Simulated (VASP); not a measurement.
Data:

```
HgS
1.0
    0.00000     3.04222     3.04222
    3.04222     0.00000     3.04222
    3.04222     3.04222     0.00000
Hg S
1 1
Direct
  0.00000   0.00000   0.00000
  0.25000   0.25000   0.25000
```

Level of theory: RPBE GGA, VASP's PBE PAW potentials (set 64) (plane waves; VASP 6.6.1). Settings: 520 eV cut-off, 12×12×12 Γ-centred mesh, tetrahedra with Blöchl corrections, potentials Hg S.

Unless said otherwise, spin-orbit coupling is left out, though it shifts the bands of the heavy elements here.

Q: Tabulate the total density of states (states/eV per cell) against energy (eV; zero at the valence-band maximum or, without a gap, the Fermi level).

A: 
(E (eV), DOS (states/eV)): (-9.98, 0.00); (-9.38, 0.00); (-8.90, 0.00); (-8.30, 0.00); (-7.70, 0.00); (-7.22, 0.00); (-6.62, 0.00); (-6.02, 5.88); (-5.54, 2.91); (-4.94, 0.00); (-4.34, 2.92); (-3.86, 0.85); (-3.26, 0.44); (-2.66, 0.26); (-2.18, 2.22); (-1.58, 2.43); (-0.98, 2.41); (-0.50, 1.09); (0.10, 0.00); (0.70, 0.05); (1.18, 0.14); (1.78, 0.65); (2.38, 0.90); (2.86, 1.28); (3.46, 0.18)
Within 2 eV below the Fermi level the largest weight inside VASP's projection spheres is S p, then Hg d.

The compound is HgS in the zinc blende structure, metacinnabar; cinnabar is the stable form. It was relaxed first, which changed the volume by +13 %.
